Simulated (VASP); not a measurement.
Computed with PBE GGA, VASP's PBE PAW potentials (set 64) (plane waves; VASP 6.6.1).

VASP input:

KPOINTS:
```
Automatic mesh
0
Gamma
 14 14 14
0 0 0
```

POSCAR:
```
Al
1
    0.0000000000     2.0177177771     2.0177177771
    2.0177177771    -0.0000000000     2.0177177771
    2.0177177771     2.0177177771     0.0000000000
Al
1
Direct
  0.0000000000   0.0000000000   0.0000000000
```

**INCAR**
```
SYSTEM = Al
PREC = Accurate
ENCUT = 480
EDIFF = 1E-7
NELM = 100
ALGO = Normal
LREAL = .FALSE.
LASPH = .TRUE.
ISMEAR = 1
SIGMA = 0.1
GGA = PE
LWAVE = .FALSE.
LCHARG = .FALSE.
ISIF = 2
```

POTCAR, in this order: Al (PBE.64 set). Program: vasp_std.

Q: What will the output report for the number of irreducible k-points (NKPTS), number of bands (NBANDS), largest plane-wave count, number of space-group operations, FFT grid (NGX, NGY, NGZ)?

A: 
The number of irreducible k-points (NKPTS) comes out as 104, the number of bands (NBANDS) is 5 and the largest plane-wave count is 400. The number of space-group operations is 48 and the FFT grid (NGX, NGY, NGZ) comes out as 20 × 20 × 20.

The compound is Al in the fcc structure. It was relaxed first.
